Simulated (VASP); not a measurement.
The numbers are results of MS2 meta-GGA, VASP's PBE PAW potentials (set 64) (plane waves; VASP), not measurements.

A VASP calculation is set up with these files.

File KPOINTS_OPT:
```
k-points along high-symmetry lines
10
Line-mode
Reciprocal
  0.000000   0.000000   0.000000 ! GAMMA
  0.500000   0.000000   0.500000 ! X

  0.500000   0.000000   0.500000 ! X
  0.625000   0.250000   0.625000 ! U

  0.375000   0.375000   0.750000 ! K
  0.000000   0.000000   0.000000 ! GAMMA

  0.000000   0.000000   0.000000 ! GAMMA
  0.500000   0.500000   0.500000 ! L

  0.500000   0.500000   0.500000 ! L
  0.500000   0.250000   0.750000 ! W

  0.500000   0.250000   0.750000 ! W
  0.500000   0.000000   0.500000 ! X
```

File KPOINTS:
```
Automatic mesh
0
Gamma
6 6 6
0 0 0
```

POSCAR:
```
SrCl2
1
    0.0000000000     3.4996152758     3.4996152758
    3.4996152758     0.0000000000     3.4996152758
    3.4996152758     3.4996152758     0.0000000000
Sr Cl
1 2
Direct
  0.0000000000   0.0000000000   0.0000000000
  0.2500000000   0.2500000000   0.2500000000
  0.7500000000   0.7500000000   0.7500000000
```

### INCAR
```
SYSTEM = SrCl2
PREC = Accurate
ENCUT = 520
EDIFF = 1E-7
NELM = 100
ALGO = Normal
LREAL = .FALSE.
LASPH = .TRUE.
ISMEAR = -5
METAGGA = MS2
LMIXTAU = .TRUE.
LMAXMIX = 4
LWAVE = .FALSE.
LCHARG = .FALSE.
LORBIT = 11
NEDOS = 601
ISIF = 2
LEFG = .TRUE.
```

POTCAR, in this order: Sr_sv Cl (PBE.64 set). Program: vasp_std.

Q: Predict the energy per atom (σ→0), band gap (over mesh and band path).

A: 
| Property | Value |
|---|---|
| energy per atom (σ→0) | -757.6 kJ/mol-atom |
| band gap (over mesh and band path) | 5.98 eV |

OSZICAR:
```
...
DAV:  32    -0.235569981705E+02   -0.64835E-06   -0.19135E-06   880   0.103E-02    0.262E-02
DAV:  33    -0.235569974274E+02    0.74310E-06   -0.71667E-07   928   0.586E-03    0.157E-02
DAV:  34    -0.235569973449E+02    0.82420E-07   -0.74278E-08   456   0.269E-03
   1 F= -.23556997E+02 E0= -.23556997E+02  d E =0.000000E+00
       N       E                     dE             ncg
       N       E                     dE             ncg
       N       E                     dE             ncg
       N       E                     dE             ncg
```

The compound is SrCl2 in the fluorite structure. It was relaxed first.
